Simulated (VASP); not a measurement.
Input:

```cif
data_CHf
_chemical_formula_sum 'Hf1 C1'
_space_group_name_H-M_alt 'P 1'
_space_group_IT_number 1
_cell_length_a 3.28613
_cell_length_b 3.28613
_cell_length_c 3.28613
_cell_angle_alpha 60.000
_cell_angle_beta 60.000
_cell_angle_gamma 60.000
loop_
_space_group_symop_operation_xyz
  'x, y, z'
loop_
_atom_site_label
_atom_site_type_symbol
_atom_site_fract_x
_atom_site_fract_y
_atom_site_fract_z
_atom_site_occupancy
Hf1 Hf 0.00000 0.00000 0.00000 1
C1 C 0.50000 0.50000 0.50000 1
```

These are PBE GGA, VASP's PBE PAW potentials (set 64) (plane waves; VASP 6.6.1) values and carry that method's errors. Settings: 600 eV cut-off, 12×12×12 Γ-centred mesh, first-order Methfessel-Paxton smearing of 0.10 eV, potentials Hf_pv C.

Each relaxation starts from this cell; other phases were not tried.

**Question.** The cell is relaxed at 2 GPa. What happens?

**Answer.** The volume per atom goes from 12.55 to 12.44 Å³ (-0.9 %), and the cell becomes a = b = c = 4.634 Å, α = β = γ = 90.00°, space group Fm-3m.

Failed runs are left out, and for metals the shear rows, which the mesh's noise covers.

The compound is HfC in the rock salt structure.
